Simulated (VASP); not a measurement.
ZrF2, 3 atoms in the cell. The cell holds a sheet with vacuum, 3 atoms: a = 2.989 Å, b = 2.989 Å, c = 29.713 Å, α = 90.00°, β = 90.00°, γ = 120.00°. The cell was built by a generator and needn't be a form met in nature.

* Program: VASP 6.6.1
* Task: single point
* Functional: PBE
* Potentials or basis: VASP PAW PBE potentials, release 64 (Zr_sv, F)
* Cutoff: 520 eV
* k mesh: 10 × 10 × 1
* Occupations: fermi-dirac, width 0.05 eV
* Spin: no spin polarisation
* Hubbard terms: Zr d U = 8 eV
* Dipole correction: yes
* Further INCAR settings: ALGO = Normal; EDIFF = 1e-06

Potentials or basis: VASP PAW PBE potentials, release 64 (Zr_sv, F).

Launch:

```sh
$ cat potpaw_PBE.64/Zr_sv/POTCAR potpaw_PBE.64/F/POTCAR > POTCAR
$ mpirun -np 1 vasp_std > vasp.out
```

Hardware: 1 thread of Intel(R) Xeon(R) Platinum 8375C CPU @ 2.90GHz (Ice Lake), with other jobs on the host.

Question: How long does it take, and how much memory?

Answer: It took 4.6 min on 1 thread of Intel(R) Xeon(R) Platinum 8375C CPU @ 2.90GHz (Ice Lake) (shared host), peak memory 0.4 GiB. Counts: scf iterations 22, k points 31.
